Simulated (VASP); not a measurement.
The system is La2AgSb4Au.

```
CELL_PARAMETERS angstrom
4.37115 -4.37115 0.00000
4.37115 4.37115 0.00000
0.00000 0.00000 10.98562
ATOMIC_POSITIONS crystal
La 0.75000 0.25000 0.26299
La 0.25000 0.75000 0.26299
La 0.25000 0.25000 0.73701
La 0.75000 0.75000 0.73701
Au 0.00000 0.00000 0.00000
Au 0.00000 0.50000 0.00000
Ag 0.50000 0.50000 0.00000
Ag 0.50000 0.00000 0.00000
Sb 0.75000 0.25000 0.83331
Sb 0.25000 0.75000 0.83331
Sb 0.25000 0.25000 0.16669
Sb 0.75000 0.75000 0.16669
Sb 0.00000 0.00000 0.50000
Sb 0.50000 0.50000 0.50000
Sb 0.00000 0.50000 0.50000
Sb 0.50000 0.00000 0.50000
```

The cell was built by a generator and needn't be a form met in nature.

| Property | Result |
| --- | --- |
| Program | VASP 6.6.1 |
| Task | relaxation of cell and atoms |
| Functional | LDA |
| Potentials or basis | VASP PAW LDA potentials, release 64 (La, Au, Ag, Sb) |
| Cutoff | 600 eV |
| k mesh | 6 × 6 × 4 |
| Occupations | methfessel-paxton, width 0.1 eV |
| Spin | no spin polarisation |

At the start: pressure -3.6 GPa; volume 26.24 Å³/atom.

Question: Where does the relaxation end?

Answer: Over 11 steps the energy falls by 23.8 meV/atom and the volume is 24.83 Å³/atom (-5.4 %); space group Pccm (No. 49, to 0.05 Å).

Step by step:
| step | energy change (eV) | largest force (eV/Å) | pressure (GPa) | volume (Å³) |
| --- | --- | --- | --- | --- |
| 1 | 0.0000 | 0.3293 | -3.64 | 419.80 |
| 2 | -0.1111 | 0.4420 | 3.71 | 384.60 |
| 3 | -0.2622 | 0.3120 | 0.21 | 399.15 |
| 4 | -0.3144 | 0.2764 | 0.15 | 398.60 |
| 5 | -0.3630 | 0.1894 | 0.10 | 397.14 |
| 6 | -0.3774 | 0.0666 | -0.19 | 398.22 |
| 7 | -0.3786 | 0.0224 | -0.30 | 398.62 |
| 8 | -0.3765 | 0.0426 | 0.47 | 395.11 |
| 9 | -0.3801 | 0.0119 | 0.01 | 397.23 |
| 10 | -0.3801 | 0.0119 | 0.00 | 397.25 |
| 11 | -0.3802 | 0.0061 | -0.01 | 397.25 |

Final structure:
```cif
data_structure
_symmetry_space_group_name_H-M 'P 1'
_symmetry_Int_Tables_number 1
_cell_length_a 6.1590
_cell_length_b 6.1641
_cell_length_c 10.4637
_cell_angle_alpha 90.000
_cell_angle_beta 90.000
_cell_angle_gamma 90.000
_cell_volume 397.25
loop_
_atom_site_label
_atom_site_type_symbol
_atom_site_fract_x
_atom_site_fract_y
_atom_site_fract_z
_atom_site_occupancy
La1 La 0.75267 0.25000 0.25525 1
La2 La 0.24733 0.75000 0.25525 1
La3 La 0.24733 0.25000 0.74475 1
La4 La 0.75267 0.75000 0.74475 1
Au1 Au 0.00000 0.00000 0.00000 1
Au2 Au 0.00000 0.50000 0.00000 1
Ag1 Ag 0.50000 0.50000 0.00000 1
Ag2 Ag 0.50000 0.00000 0.00000 1
Sb1 Sb 0.74936 0.25000 0.82940 1
Sb2 Sb 0.25064 0.75000 0.82940 1
Sb3 Sb 0.25064 0.25000 0.17060 1
Sb4 Sb 0.74936 0.75000 0.17060 1
Sb5 Sb 0.00000 0.00000 0.50000 1
Sb6 Sb 0.50000 0.50000 0.50000 1
Sb7 Sb 0.00000 0.50000 0.50000 1
Sb8 Sb 0.50000 0.00000 0.50000 1
```
